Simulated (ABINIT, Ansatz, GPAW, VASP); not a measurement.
Code comparison for H₄BrN (P-43m, 6 atoms in the cell)

Self-consistent single point, at a second geometry (lattice scaled by 0.98). First geometry:

```
H4BrN
1.0
    4.00010     0.00000     0.00000
    0.00000     4.00010     0.00000
    0.00000     0.00000     4.00010
H Br N
4 1 1
Cartesian
  0.59685   0.59685   3.40325
  0.59685   3.40325   0.59685
  3.40325   3.40325   3.40325
  3.40325   0.59685   0.59685
  2.00005   2.00005   2.00005
  0.00000   0.00000   0.00000
```

Shared settings, as Ansatz (a first-principles code) writes them: kpoints.mp_grid.grid = 4 4 4; scf.occupations.method = fixed. Potentials and cutoffs stand in the table.

| code | model | ΔF from the first geometry (meV/atom) | pressure (GPa) | largest force (eV/Å) | gap on the mesh (eV) | cutoff |
|---|---|---|---|---|---|---|
| GPAW | PBEsol, GPAW PAW datasets PBEsol (made by gpaw-setup) | 13.5 | – | 1.352 | 4.370 | 950 eV |
| Ansatz | PBEsol, default PAW files made with PBE | 13.1 | 5.34 | 1.316 | 4.356 | 420 eV |
| ABINIT | PBEsol, norm-conserving pseudopotentials (PseudoDojo nc-sr-04 PBEsol standard) | 12.0 | 5.39 | 1.240 | 4.365 | 84 Ry |
| VASP | PBEsol, VASP's PBE PAW potentials (set 64) | 14.5 | 3.78 | 1.423 | 4.357 | 400 eV |

For VASP (by 2.2 GPa) the energy change implies a higher mean pressure, against the two pressures, than for the other programs: a sign of finite-basis (Pulay) stress.

A dash marks a value that a program does not give, or that is left out as unsure.

Gaps are read on the mesh.

The spread over the programs that give each value: ΔF from the first geometry within 2.5 meV/atom; pressure within 1.61 GPa; largest force within 0.183 eV/Å; gap on the mesh within 0.014 eV.

Ansatz's pressure is given at a fixed set of plane waves, as the other plane-wave codes print theirs; with its correction for the finite basis it is 5.70 GPa (the shift of 0.36 GPa shows how far the cutoff is from converged). The pressure of GPAW is left out: its cutoff lies under the one at which its stress was checked. In the pressure, VASP (by 1.56) lies more than 1 GPa from the median of the plane-wave programs. In the force vectors, ABINIT (by 0.095) and VASP (by 0.088) lie more than 0.08 eV/Å from the median of the plane-wave programs.

VASP's run is marked for a possible Pulay error in its stress at this cutoff; no cutoff test was made.

VASP ran the fixed occupations as a Gaussian smearing of 0.01 eV.

The starting cell comes from a database of computed structures (which also holds hypothetical and non-ambient phases and stackings), without a prior relaxation at this level. For this run, on top of that: lattice scaled by 0.98.

Left out of this page: Quantum ESPRESSO, CP2K, FLEUR and SIESTA (not drawn, or without a comparable value).

Keys are those of Ansatz 0.2.
